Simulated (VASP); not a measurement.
Data:

```
MgTe
1.0
    0.00000     2.84013     2.84013
    2.84013     0.00000     2.84013
    2.84013     2.84013     0.00000
Mg Te
1 1
Cartesian
  0.00000   0.00000   0.00000
  1.42007   1.42007   1.42007
```

Method: PBEsol GGA, VASP's PBE PAW potentials (set 64) (plane waves; VASP). Run with 500 eV cut-off, 8×8×8 Γ-centred mesh, Gaussian smearing of 0.050 eV, potentials Mg Te.

Unless said otherwise, spin-orbit coupling is left out, though it shifts the bands of the heavy elements here.

Predict the energy per atom (σ→0), pressure, band gap (on the k-mesh) with the smallest direct gap where there is one.

- band gap (on the k-mesh): 1.88 eV
- smallest direct gap (on the k-mesh): 3.84 eV
- energy per atom (σ→0): -2736 meV/atom
- pressure: 299.4 kbar

The absolute energy has meaning only against runs of the same code, potentials and settings.

The compound is MgTe in the zinc blende structure, whereas wurtzite is the usual form. It was relaxed first under an external pressure of 30 GPa.
